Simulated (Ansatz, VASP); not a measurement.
# Cross-check of WSO (2H-WOS monolayer) between VASP and Ansatz

One calculation is typed for both programs; each brings its own data sets. How far apart do they land? The cell is taken from a series of runs on this material, whose earlier steps may have relaxed, scaled, displaced or heated it; both programs get it as it stands.

Method: plane waves, with VASP 6.6.1 beside it; single point at PBE with D3(BJ), in Ansatz 0.2.0.

**1. Starting point**

The cell holds 3 atoms: 1 S, 1 W and 1 O. Its edges and angles: a = 2.988 Å, b = 2.988 Å, c = 20.807 Å, α = 90.0°, β = 90.0°, γ = 120.0°. Vacuum lies along c.

**2. Ansatz: single point, PBE with D3(BJ)**

Ansatz runs on its default PAW (the set named soft_2) files.

A single point gives forces, pressure and levels at one fixed geometry, so differences don't come from the geometry; what else differs is listed under the comparison.

File input.yaml:

```yaml
crystal:
  lattice:
    - [2.9884813596, 0.0, 0.0]
    - [-1.4942406798, 2.5881007762, 0.0]
    - [0.0, 0.0, 20.8067964652]
  atoms:
    - { symbol: S, position: [0.3333333333, 0.6666666667, 0.4325509703] }
    - { symbol: W, position: [0.0, 0.0, 0.5112348753] }
    - { symbol: O, position: [0.3333333333, 0.6666666667, 0.5674490297] }
kpoints:
  mp_grid: { grid: [18, 18, 1] }
  band_path:
    path: [[0, 0, 0], [0.5, 0, 0], [0.33333333, 0.33333333, 0], [0, 0, 0]]
    npoints: 16
hamiltonian:
  xc: pbe
  dispersion: d3bj
scf:
  occupations: { method: fermi_dirac, width: 0.02585 }
  convergence: { dr2_threshold: 1.0e-10 }
efield:
  axis: 3
  dipole_correction: true
  ramp_position: 0.97
  ramp_width: 0.06
  amplitude: 0
output:
  dos: { projected: true, e_range: [-6, 5] }
  write_potential: true
  write_density: true
  volumetric_format: npy
  elf: true
```

Started as:

```console
$ ansatz run input.yaml --threads 2 --pin off --max-ram 3072MiB --backend cpu --events-out ev --progress --plain --runs-dir out
```

Numbers of over 12 decimals in the logs are rounded to 6 here.

What it wrote:

```text
Engine: ansatz 0.2.0, aarch64-unknown-linux-gnu
Pseudopotentials: kind: paw
Pseudopotential: S, paw, valence charge 6, recommended cutoff 420 eV (normal), S.paw.azcp
Pseudopotential: W, paw, valence charge 14, recommended cutoff 420 eV (normal), W.paw.azcp
Pseudopotential: O, paw, valence charge 6, recommended cutoff 420 eV (normal), O.paw.azcp
Functional definition: PBE
  parameter kappa = 0.804
  parameter beta = 0.066725
  exchange = pbe_x(kappa = kappa, mu = beta*pi^2/3)
  correlation = pbe_c(beta = beta)
Crystal: 3 atoms, lattice volume = 160.930 Å³
Basis set: ecut = 420 eV, 3057 PW (Γ)
Bands: 17, of which v1, the nominal top of the filled ones, is band 13 counted from 1 (12 counted from 0)
Symmetry: 6 space group operations
Space group: P3m1 (ITA 156), of the structure as read, at distance tolerance 5.4e-5 Å
k-points: 37 of 324 (time reversal used)
Non-local potential: S, projectors of the file, l = 0: 2, l = 1: 2, l = 2: 2
Non-local potential: W, projectors of the file, l = 0: 3, l = 1: 2, l = 2: 2, l = 3: 1
Non-local potential: O, projectors of the file, l = 0: 2, l = 1: 2, l = 2: 1
PAW form: soft (Blöchl's): semilocal exchange-correlation on the pseudo side does not see the compensation charge
PAW one-centre angular grid: S, 110 points (default); XC on 64 Gauss nodes
PAW one-centre angular grid: W, 590 points (default); XC on 64 Gauss nodes
PAW one-centre angular grid: O, 110 points (default); XC on 64 Gauss nodes
Initial density: superposition of atomic densities (neutral atoms: chi_scale 0, normalization atom), corrected by the library's trained network
Initial wavefunctions: pseudopotential atomic-orbital guess
Functional: x = pbe(κ = 0.804, μ = 0.219515), c = pbe(β = 0.066725)
SCF iter   1: F=—  HF=-11856.375266 eV  |F-HF|=—  |Δ(HF+E_count)|=         —  Δρ=5.39e-3  dr2=7.46e-2  ethr=1.77e-3  p=-0.061 e·Å  D=-6.82e-2 V/Å  ΔV_dip=1.42 eV  dr2_dipole=2.81e-3  V_vac-E_F(+/−)=5.88/4.46 eV  ⟨swp⟩=10.5  Hψ=4948  notcnv=0
efield: sawtooth ramp at fractional position 0.9700 (set: `efield.ramp_position`, or a place that a band, a saddle search or an elastic batch's reference lends), width 0.0600; the density the first Hamiltonian is built on has a dipole p = -0.061 e·Å; the dipole correction subtracts the counter field D = -6.82e-2 V/Å, which shifts the + side's vacuum level by +1.42 eV against the − side's; the planar-averaged density in the ramp window peaks in size at 2.1e-5 e/Å³
preconditioner: auto → none  [insulator: Δε(μ)=1.605 eV  Ē_g=10.057 eV  σ=0.026 eV  W_gap=1.00  n_scr=12 (ndim 8)  ℏωp=12.4 eV  f_vac=0.710  D(μ)=0.00/eV (n_scr^D=0)  ε∞_Penn≈2.5]
SCF iter   2: F=—  HF=-11856.418816 eV  |F-HF|=—  |Δ(HF+E_count)|=   4.35e-2  Δρ=8.62e-3  dr2=3.73e-1  ethr=2.87e-4  p=-0.025 e·Å  D=-2.84e-2 V/Å  ΔV_dip=0.59 eV  dr2_dipole=6.77e-2  V_vac-E_F(+/−)=5.17/4.57 eV  ⟨swp⟩=4.8  Hψ=1984  notcnv=0  recentre
SCF iter   3: F=—  HF=-11856.370177 eV  |F-HF|=—  |Δ(HF+E_count)|=   4.86e-2  Δρ=3.50e-3  dr2=4.03e-2  ethr=2.87e-4  p=-0.067 e·Å  D=-7.57e-2 V/Å  ΔV_dip=1.58 eV  dr2_dipole=4.46e-3  V_vac-E_F(+/−)=5.75/4.18 eV  ⟨swp⟩=3.8  Hψ=1463  notcnv=0
SCF iter   4: F=—  HF=-11856.368415 eV  |F-HF|=—  |Δ(HF+E_count)|=   1.76e-3  Δρ=1.83e-3  dr2=3.27e-3  ethr=1.55e-4  p=-0.060 e·Å  D=-6.78e-2 V/Å  ΔV_dip=1.41 eV  dr2_dipole=3.89e-4  V_vac-E_F(+/−)=5.63/4.22 eV  ⟨swp⟩=2.7  Hψ=1108  notcnv=0
SCF iter   5: F=—  HF=-11856.370217 eV  |F-HF|=—  |Δ(HF+E_count)|=   1.80e-3  Δρ=6.01e-4  dr2=2.36e-4  ethr=1.26e-5  p=-0.069 e·Å  D=-7.71e-2 V/Å  ΔV_dip=1.60 eV  dr2_dipole=3.88e-6  V_vac-E_F(+/−)=5.64/4.04 eV  ⟨swp⟩=2.8  Hψ=1341  notcnv=0
SCF iter   6: F=—  HF=-11856.370456 eV  |F-HF|=—  |Δ(HF+E_count)|=   2.38e-4  Δρ=1.48e-4  dr2=2.01e-5  ethr=9.07e-7  p=-0.071 e·Å  D=-7.93e-2 V/Å  ΔV_dip=1.65 eV  dr2_dipole=3.32e-7  V_vac-E_F(+/−)=5.65/4.00 eV  ⟨swp⟩=2.5  Hψ=1104  notcnv=0
SCF iter   7: F=—  HF=-11856.370479 eV  |F-HF|=—  |Δ(HF+E_count)|=   2.32e-5  Δρ=4.20e-5  dr2=1.49e-6  ethr=7.74e-8  p=-0.071 e·Å  D=-7.95e-2 V/Å  ΔV_dip=1.65 eV  dr2_dipole=1.81e-9  V_vac-E_F(+/−)=5.65/4.00 eV  ⟨swp⟩=2.6  Hψ=1081  notcnv=0
SCF iter   8: F=—  HF=-11856.370479 eV  |F-HF|=—  |Δ(HF+E_count)|=   2.83e-7  Δρ=8.28e-6  dr2=4.53e-8  ethr=5.73e-9  p=-0.071 e·Å  D=-7.94e-2 V/Å  ΔV_dip=1.65 eV  dr2_dipole=5.63e-11  V_vac-E_F(+/−)=5.65/4.00 eV  ⟨swp⟩=2.8  Hψ=1216  notcnv=0
SCF iter   9: F=—  HF=-11856.370479 eV  |F-HF|=—  |Δ(HF+E_count)|=   3.21e-8  Δρ=1.42e-6  dr2=2.66e-9  ethr=1.74e-10  p=-0.071 e·Å  D=-7.94e-2 V/Å  ΔV_dip=1.65 eV  dr2_dipole=1.83e-10  V_vac-E_F(+/−)=5.65/4.00 eV  ⟨swp⟩=2.8  Hψ=1225  notcnv=0
SCF iter  10: F=-11856.370479 eV  HF=-11856.370479 eV  |F-HF|=3.27e-11  |Δ(HF+E_count)|=  2.71e-10  Δρ=2.02e-7  dr2=4.40e-11  ethr=1.00e-12  p=-0.071 e·Å  D=-7.94e-2 V/Å  ΔV_dip=1.65 eV  dr2_dipole=1.15e-13  V_vac-E_F(+/−)=5.65/4.00 eV  ⟨swp⟩=3.4  Hψ=2814  notcnv=0
SCF 1 converged in 10 iterations: F = -11856.370479 eV  dr2 = 4.40e-11
  greatest PAW one-centre occupation: 1.000 electrons in one spin orbital (limit 2), on the W atom at site 1 (counted from 0), in its partial waves of l = 0
NSCF: frozen V_eff on 49 k-points
efield: sawtooth ramp at fractional position 0.9700 (kept from the solve that this one continues, or follows in the run), width 0.0600; the density the first Hamiltonian is built on has a dipole p = -0.071 e·Å; the dipole correction subtracts the counter field D = -7.94e-2 V/Å, which shifts the + side's vacuum level by +1.65 eV against the − side's; the planar-averaged density in the ramp window peaks in size at 4.1e-6 e/Å³
WARN: The output density's exchange-correlation potential varies sharply where the density is thin. Do not read a vacuum level from v_tot or v_xc, or from such a field of the output density. On a cell that repeats whose density bears no net charge and no dipole along the vacuum's axis use v_es (v_loc + v_h of the components); under efield.dipole_correction with no amplitude use v_es + v_field, which holds any externa [...]
SCF converged after 10 iterations
Free energy (F): -11856.370479 eV
Harris-Foulkes:  -11856.370479 eV  (|F-HF|=3.27e-11)
Internal energy: -11856.370479 eV  (E = F + TS)
E sigma→0 (E₀):  -11856.370479 eV
Fermi energy:    0.013434 eV
Dipole field:    D = -0.079415 V/Å  (p = -0.070628 e·Å, saw-weighted, corrected)
Work function:   Φ+ = 5.6496 eV   Φ− = 3.9973 eV
Levels:          The Fermi level and band energies are counted from a zero that moves with the ramp; work functions are not
--- Per-component energies (eV) ---
  E_band       = -530.433880
  E_kinetic    = 733.549321
  E_local      = -19694.485410  (includes V_loc(G=0)·N_el)
  E_nonlocal   = 76.089279
  E_hartree    = 9470.141898
  E_xc         = -438.387438
  E_vxc        = -421.105200  (∫ρ·V_xc dr)
  E_paw        = -9320.261089  (= ΣΔE_a)
  E_vpaw       = -165.033720  (= ΣTr[D̂ρ^β])
  E_aug_tail   = 0.002372  (compensation charges beyond the density's cutoff)
  E_efield     = 0.002804  (sawtooth field / dipole correction)
  E_vefield    = 0.265507  (∫n·V_field dr)
  E_ewald      = 7317.674989
  E_disp       = -0.697206  (pairwise vdW)
  E_smearing   = -0.000000  (= −TS)
  E_closure    = 0.000000  (closes the sum)
  Σ components = -11856.370479   (vs F -11856.370479, Δ=0.00e0)
--- Band table (eV; the first three rows and the last of 37) ---
  k-point 0: bands = [... 9 lower, -4.3247, -2.9642, -2.9642, -0.8186, 1.5894, 1.5894, 2.1485, 2.1485]
  k-point 1: bands = [... 9 lower, -4.3100, -3.0876, -3.0165, -0.8697, 1.5249, 1.5948, 2.0466, 2.2128]
  k-point 2: bands = [... 9 lower, -4.3544, -3.3599, -3.1439, -1.0533, 1.4123, 1.5837, 1.8650, 2.4171]
  k-point 36: bands = [... 9 lower, -5.8187, -5.0011, -4.0251, -1.7214, 0.8497, 2.3596, 3.2730, 4.0611]
```

**3. VASP: single point, PBE with D3(BJ)**

The same cell, functional, mesh and smearing now go to VASP, with its own data sets.

Lines of VASP's logs that name or quote its potential files are left out, and so is its time.

File INCAR:

```
SYSTEM = WSO
PREC = Accurate
ENCUT = 520
EDIFF = 1E-06
NELM = 120
ISMEAR = -1
SIGMA = 0.02585
LREAL = .FALSE.
ALGO = Normal
GGA = PE
IVDW = 12
NBANDS = 15
LASPH = .TRUE.
LORBIT = 11
LWAVE = .FALSE.
LCHARG = .FALSE.
ISIF = 2
LDIPOL = .TRUE.
IDIPOL = 3
DIPOL = 0.5 0.5 0.504
LVHAR = .TRUE.
GGA_COMPAT = .FALSE.
EFERMI = MIDGAP
NELMDL = -8
```

File POSCAR:

```
WSO
1.0
    2.9884813596      0.0000000000      0.0000000000
   -1.4942406798      2.5881007762      0.0000000000
    0.0000000000      0.0000000000     20.8067964652
S W O
1 1 1
Direct
    0.3333333333      0.6666666667      0.4325509703
    1.0000000000      0.0000000000      0.5112348753
    0.3333333333      0.6666666667      0.5674490297
```

File KPOINTS:

```
Automatic mesh
0
Gamma
18 18 1
0 0 0
```

PAW data sets: S, W and O (PBE family, release 64).

Started as:

```console
$ mpirun -np 1 vasp_std
```

What it wrote:

```text
[banner, memory and clock lines left out]
running    1 mpi-ranks, on    1 nodes
 distrk:  each k-point on    1 cores,    1 groups
 distr:  one band on    1 cores,    1 groups

 POSCAR found type information on POSCAR S W O
 POSCAR found :  3 types and       3 ions
 LDA part: xc-table for (Slater+PW92), standard interpolation
 POSCAR, INCAR and KPOINTS ok, starting setup
 FFT: planning ... GRIDC
 FFT: planning ... GRID_SOFT
 FFT: planning ... GRID
 WAVECAR not read
 entering main loop
       N       E                     dE             d eps       ncg     rms          rms(c)
DAV:   1     0.144531814946E+03    0.14453E+03   -0.66861E+03  1118   0.910E+02
DAV:   2    -0.113017579416E+02   -0.15583E+03   -0.14545E+03  1749   0.206E+02
DAV:   3    -0.287039698199E+02   -0.17402E+02   -0.17227E+02  1580   0.833E+01
DAV:   4    -0.290197294472E+02   -0.31576E+00   -0.31475E+00  1470   0.128E+01
DAV:   5    -0.290254310691E+02   -0.57016E-02   -0.56986E-02  1517   0.157E+00
DAV:   6    -0.290256157175E+02   -0.18465E-03   -0.18464E-03  1484   0.281E-01
DAV:   7    -0.290256234476E+02   -0.77301E-05   -0.77294E-05  1575   0.514E-02
DAV:   8    -0.290256238239E+02   -0.37624E-06   -0.37628E-06  1411   0.109E-02    0.326E+01
DAV:   9    -0.263020390288E+02    0.27236E+01   -0.10916E+01  1608   0.309E+01    0.126E+01
DAV:  10    -0.261082505801E+02    0.19379E+00   -0.28664E+00  1628   0.174E+01    0.933E+00
DAV:  11    -0.259076539208E+02    0.20060E+00   -0.48960E-01  1667   0.795E+00    0.921E-01
DAV:  12    -0.259105704910E+02   -0.29166E-02   -0.10979E-01  1474   0.235E+00    0.908E-01
DAV:  13    -0.259101151548E+02    0.45534E-03   -0.25794E-03  1600   0.397E-01    0.577E-01
DAV:  14    -0.259085963972E+02    0.15188E-02   -0.35976E-03  1693   0.479E-01    0.401E-01
[...]
DAV:  21    -0.259087455512E+02   -0.76057E-05   -0.13899E-06  1360   0.115E-02    0.252E-02
DAV:  22    -0.259087656780E+02   -0.20127E-04   -0.50343E-06  1425   0.163E-02    0.118E-02
DAV:  23    -0.259087697759E+02   -0.40978E-05   -0.42321E-07  1262   0.520E-03    0.119E-02
DAV:  24    -0.259087727545E+02   -0.29787E-05   -0.23411E-07  1157   0.279E-03    0.112E-02
DAV:  25    -0.259087741532E+02   -0.13986E-05   -0.71756E-08  1325   0.178E-03    0.569E-03
DAV:  26    -0.259087753761E+02   -0.12230E-05   -0.12905E-07  1262   0.269E-03    0.308E-03
DAV:  27    -0.259087763904E+02   -0.10142E-05   -0.83364E-08  1227   0.199E-03    0.105E-03
DAV:  28    -0.259087768198E+02   -0.42939E-06   -0.21257E-08  1227   0.108E-03
   1 F= -.26605919E+02 E0= -.26605919E+02  d E =-.437714E-15
```

Parts of OUTCAR (step 3):

```text
ion  position               nearest neighbor table
   1  0.333  0.667  0.433-   2 2.38   2 2.38   2 2.38
   2  0.000  0.000  0.511-   3 2.08   3 2.08   3 2.08   1 2.38   1 2.38   1 2.38
   3  0.333  0.667  0.567-   2 2.08   2 2.08   2 2.08

  LATTYP: Found a hexagonal cell.
 ALAT       =     2.9884813596
 C/A-ratio  =     6.9623310175

 Subroutine GETGRP returns: Found  6 space group operations
 (whereof  6 operations were pure point group operations)

The static configuration has the point symmetry C_3v.

 Found     37 irreducible k-points:

   k-points           NKPTS =     37   k-points in BZ     NKDIM =     37   number of bands    NBANDS=     15

   dimension x,y,z NGX =    24 NGY =   24 NGZ =  160
   dimension x,y,z NGXF=    48 NGYF=   48 NGZF=  320

   ENCUT  =  520.0 eV  38.22 Ry    6.18 a.u.   5.56  5.56 38.69*2*pi/ulx,y,z

   NELECT =      18.0000    total number of electrons

 k-points in reciprocal lattice and weights: Automatic mesh
   0.00000000  0.00000000  0.00000000       0.003
   0.05555556  0.00000000  0.00000000       0.019
   0.11111111  0.00000000  0.00000000       0.019
   0.16666667  0.00000000  0.00000000       0.019
   0.22222222  0.00000000  0.00000000       0.019
   0.27777778  0.00000000  0.00000000       0.019
   0.33333333  0.00000000  0.00000000       0.019
   0.38888889  0.00000000  0.00000000       0.019
   0.44444444  0.00000000  0.00000000       0.019
[...]
0.33333333  0.27777778  0.00000000       0.037
   0.33333333  0.33333333  0.00000000       0.006

 dipolmoment           0.000000      0.000000      0.076138 electrons x Angstroem

 average (electrostatic) potential at core
       1 -94.8362       2 -49.1858       3 -78.7154

 E-fermi :  -1.7745

 k-point     1 :       0.0000    0.0000    0.0000
  band No.  band energies     occupation
    ...
      5      -7.6952      2.00000
      6      -6.0981      2.00000
      7      -4.7500      2.00000
      8      -4.7500      2.00000
      9      -2.5890      2.00000
     10      -0.1969      0.00000
     11      -0.1969      0.00000
     12       0.3424      0.00000
     13       0.3424      0.00000
     14       1.2953      0.00000
    ...

 k-point     2 :       0.0556    0.0000    0.0000
  band No.  band energies     occupation
    ...
      5      -7.6636      2.00000
      6      -6.0823      2.00000
      7      -4.8726      2.00000
      8      -4.8034      2.00000
      9      -2.6409      2.00000
     10      -0.2608      0.00000
     11      -0.1923      0.00000
     12       0.2407      0.00000
     13       0.4063      0.00000
     14       1.4728      0.00000
    ...

 k-point     3 :       0.1111    0.0000    0.0000
  band No.  band energies     occupation
    ...
      5      -7.5811      2.00000
      6      -6.1228      2.00000
      7      -5.1455      2.00000
      8      -4.9337      2.00000
      9      -2.8258      2.00000
     10      -0.3771      0.00000
     11      -0.2064      0.00000
     12       0.0638      0.00000
     13       0.6101      0.00000
     14       1.8381      0.00000
    ...

 Edisp (eV)   -0.69714

  Total      -0.12071    -0.12071    -0.04816     0.00000     0.00000    -0.00000
  in kB      -1.20174    -1.20174    -0.47951     0.00000     0.00000    -0.00000
  external pressure =       -0.96 kB  Pullay stress =        0.00 kB

  energy-cutoff  :      520.00
  volume of cell :      160.93
      direct lattice vectors                 reciprocal lattice vectors
     2.988481360  0.000000000  0.000000000     0.334618115  0.193191859  0.000000000
    -1.494240680  2.588100776  0.000000000     0.000000000  0.386383718  0.000000000
     0.000000000  0.000000000 20.806796465     0.000000000  0.000000000  0.048061219

 POSITION                                       TOTAL-FORCE (eV/Angst)
 -----------------------------------------------------------------------------------
     -0.00000      1.72540      9.00000        -0.000000      0.000000      0.054119
      0.00000      0.00000     10.63716        -0.000000      0.000000     -0.124312
     -0.00000      1.72540     11.80680         0.000000     -0.000000      0.070193
 -----------------------------------------------------------------------------------
    total drift:                                0.000000     -0.000000      0.000256

  FREE ENERGIE OF THE ION-ELECTRON SYSTEM (eV)
  ---------------------------------------------------
  free  energy   TOTEN  =       -26.6059188594 eV

  energy  without entropy=      -26.6059188594  energy(sigma->0) =      -26.60591886

 vacuum level on the upper side and lower side of the slab         3.967         2.185

 total charge
# of ion       s       p       d       tot
------------------------------------------
    1        1.365   2.379   0.000   3.744
    2        0.569   0.779   4.240   5.587
    3        1.576   3.402   0.000   4.978
--------------------------------------------------
tot          3.511   6.559   4.240  14.309

[... 3 further parts left out ...]
```

This run has no spin polarisation, so a moment on W, if there is one, isn't seen.

**4. Side by side**

Known differences besides the potentials themselves: the data sets hold 26 valence electrons in Ansatz (on its default PAW (the set named soft_2) files) and 18 in VASP; the cutoff is 420 eV in Ansatz and 520 eV in VASP. Total energies have different zeros and are not compared.

The two programs side by side:

```
              quantity  Ansatz   VASP  difference
gap on the k mesh (eV)   1.668  1.629      +0.039
```

A gap on the mesh is an upper bound, since the band edges may lie between its points; neither run holds spin-orbit coupling, which can move the band edges of a compound of W. With vacuum in the cell, a pressure given here is an average over mostly empty space and none of the material.

**5. What came out**

| Property | Result |
| --- | --- |
| difference in gap on the k mesh (single point, PBE with D3(BJ)) | 0.039 eV |

In words: The difference in gap on the k mesh is 0.039 eV (single point, PBE with D3(BJ)), within the 0.08 eV picked in this series as the mark of a large difference. The data sets hold unlike numbers of valence electrons (26 in Ansatz and 18 in VASP), so part of the differences comes from the potentials. How closely two codes agree says nothing of how well the functional describes the real material.

[Lines on the potential files, build, host, timing and source positions are cut from VASP's logs without a mark.]

[Logs are printed without paths, hosts, clocks, repeated set-up lines and the standing remarks that a program may print on its own settings, such as how far it seeks lower states.]

[Hosts, paths, dates, database ids (printed as entryN), source tags and the programs' standing remarks are cut or masked in the printed files.]
